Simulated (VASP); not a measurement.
All values below come from PBEsol GGA, VASP's PBE PAW potentials (set 64) (plane waves; VASP 6.6.1).

A VASP calculation is set up with these files.

File KPOINTS:
```
k-points along high-symmetry lines
10
Line-mode
Reciprocal
  0.000000   0.000000   0.000000 ! GAMMA
  0.500000   0.000000   0.000000 ! M

  0.500000   0.000000   0.000000 ! M
  0.333333   0.333333   0.000000 ! K

  0.333333   0.333333   0.000000 ! K
  0.000000   0.000000   0.000000 ! GAMMA

  0.000000   0.000000   0.000000 ! GAMMA
  0.000000   0.000000   0.500000 ! A

  0.000000   0.000000   0.500000 ! A
  0.500000   0.000000   0.500000 ! L

  0.500000   0.000000   0.500000 ! L
  0.333333   0.333333   0.500000 ! H

  0.333333   0.333333   0.500000 ! H
  0.000000   0.000000   0.500000 ! A

  0.500000   0.000000   0.500000 ! L
  0.500000   0.000000   0.000000 ! M

  0.333333   0.333333   0.500000 ! H
  0.333333   0.333333   0.000000 ! K
```

**INCAR**
```
ALGO = Normal
EDIFF = 1E-7
ENCUT = 520
GGA = PS
ICHARG = 11
ISMEAR = 0
LASPH = .TRUE.
LCHARG = .FALSE.
LMAXMIX = 6
LORBIT = 11
LREAL = .FALSE.
LWAVE = .FALSE.
NELM = 100
PREC = Accurate
SIGMA = 0.05
SYSTEM = W2N
```

### POSCAR
```
W2N
6.6948180
  0.9999999901   0.0000000000   0.0000000000
 -0.4999999950   0.8660254287   0.0000000000
  0.0000000000   0.0000000000   0.4205661726
W N
6 3
Cart
  0.2356650524   0.0000000000   0.0000000000
  0.8821674639   0.2040919300   0.4205661726
  0.3821674688   0.6619334986   0.0000000000
  0.5794318378   0.0000000000   0.2102830863
 -0.2897159189   0.5018027106   0.2102830863
  0.2102840762   0.3642227180   0.2102830863
  0.9999999901   0.0000000000   0.2102830863
 -0.0000005000   0.5773505744   0.0000000000
  0.5000004950   0.2886748542   0.0000000000
```

POTCAR, in this order: W_sv N (PBE.64 set). Program: vasp_std. Read from the step before: CHGCAR.

Output of the run:

### OSZICAR
```
       N       E                     dE             d eps       ncg     rms          rms(c)
DAV:   1     0.138590023064E+04    0.13859E+04   -0.56562E+04 10620   0.198E+03
DAV:   2     0.145755925012E+02   -0.13713E+04   -0.13371E+04 10799   0.643E+02
DAV:   3    -0.961301936190E+02   -0.11071E+03   -0.10544E+03 12556   0.163E+02
DAV:   4    -0.102601747031E+03   -0.64716E+01   -0.61248E+01 13264   0.311E+01
DAV:   5    -0.102833285088E+03   -0.23154E+00   -0.22812E+00 13344   0.520E+00
DAV:   6    -0.102839129722E+03   -0.58446E-02   -0.58105E-02 13282   0.835E-01
DAV:   7    -0.102839334387E+03   -0.20467E-03   -0.20413E-03 13840   0.152E-01
DAV:   8    -0.102839342066E+03   -0.76789E-05   -0.76670E-05 13392   0.263E-02
DAV:   9    -0.102839342442E+03   -0.37568E-06   -0.37513E-06 11496   0.509E-03
DAV:  10    -0.102839342463E+03   -0.21502E-07   -0.22263E-07  9376   0.132E-03
   1 F= -.10283934E+03 E0= -.10283443E+03  d E =-.982906E-02
```

### OUTCAR
```
 val. band max:       11.8832175965   @ k =   0.4630   0.0741   0.5000

 cond. band min:      11.8911464098   @ k =   0.1481   0.1481   0.0000



 k-point     1 :       0.0000    0.0000    0.0000
  band No.  band energies     occupation
      1     -62.8111      2.00000
      2     -62.7930      2.00000
      3     -62.7929      2.00000
      4     -62.4083      2.00000
      5     -62.3725      2.00000
      6     -62.3725      2.00000
      7     -27.5834      2.00000
      8     -27.4285      2.00000
      9     -27.2270      2.00000
     10     -27.2269      2.00000
     11     -27.2139      2.00000
     12     -27.2138      2.00000
     13     -26.8572      2.00000
     14     -26.8572      2.00000
     15     -26.7776      2.00000
     16     -26.6528      2.00000
     17     -26.6527      2.00000
     18     -26.6061      2.00000
     19     -26.3613      2.00000
     20     -26.3138      2.00000
     21     -26.3138      2.00000
     22     -26.2833      2.00000
     23     -26.1940      2.00000
     24     -26.1939      2.00000
     25      -5.8112      2.00000
     26      -4.3867      2.00000
     27      -3.6042      2.00000
     28       3.2441      2.00000
     29       3.2441      2.00000
     30       4.0822      2.00000
     31       4.0822      2.00000
     32       5.1676      2.00000
     33       5.8265      2.00000
     34       5.9848      2.00000
     35       5.9848      2.00000
     36       6.2721      2.00000
     37       7.1909      2.00000
     38       7.1909      2.00000
     39       7.9317      2.00000
     40       7.9317      2.00000
     41       8.1440      2.00000
     42       9.7297      2.00000
     43      10.0059      2.00000
     44      10.5270      2.00000
     45      10.7196      2.00000
     46      10.7196      2.00000
     47      10.9632      2.00000
     48      10.9633      2.00000
     49      11.1791      2.00000
     50      11.1791      2.00000
     51      11.9423      0.11177
     52      12.1620      0.00000
...
```

The density is held fixed in this step, so its total energy and stress have no physical meaning. Unless said otherwise, spin-orbit coupling is left out, though it shifts the bands of the heavy elements here.

The structure was generated: W2N was put into the Fe2P type (P-62m), which need not be its known phase. It was relaxed first, which changed the volume by -5 %. The electron count is odd and the run is not spin-polarised, which forces a metal.
